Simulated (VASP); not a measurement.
Input of a VASP 6.6.1 run:

The input INCAR:

```
SYSTEM = Ge
PREC     = Accurate       ! precision mode
ENCUT    = 600            ! plane-wave cutoff, eV
EDIFF    = 1E-7           ! SCF threshold, eV
ISMEAR   = 0              ! smearing method
SIGMA    = 0.03           ! smearing width, eV
LREAL    = .False.        ! projectors in reciprocal space
LASPH    = .True.         ! aspherical terms in the spheres
NELM     = 80             ! most SCF steps
ALGO     = Normal         ! electronic algorithm
ISIF     = 3              ! what is computed and relaxed
LWAVE    = .False.        ! write WAVECAR
LCHARG   = .False.        ! write CHGCAR
GGA      = PS             ! functional
IBRION   = 2              ! ionic algorithm
NSW      = 90             ! ionic steps
EDIFFG   = -0.005         ! ionic threshold
```

File KPOINTS:

```
regular mesh
0
Gamma
  10 10 10
  0 0 0
```

POSCAR

```
Ge                                      
1.0
    0.0000000000      2.8376024253      2.8376024253
    2.8376024253      0.0000000000      2.8376024253
    2.8376024253      2.8376024253      0.0000000000
  Ge            
     2
Direct
     0.0000000000000000    0.0000000000000000    0.0000000000000000
     0.2500000000000000    0.2500000000000000    0.2500000000000000
```

Potentials or basis: VASP PAW PBE potentials, release 64 (Ge_d).

Launch:

```console
$ cat potpaw_PBE.64/Ge_d/POTCAR > POTCAR
$ mpirun -np 1 vasp_std > vasp.out
```

(1) What does it give for the space group after relaxing (to 0.05 Å)?

(2) Estimate the relaxed cell.

Answers

(1) Fd-3m (No. 227).

(2) a = 4.012 Å, b = 4.012 Å, c = 4.012 Å, α = 60.00°, β = 60.00°, γ = 60.00°.
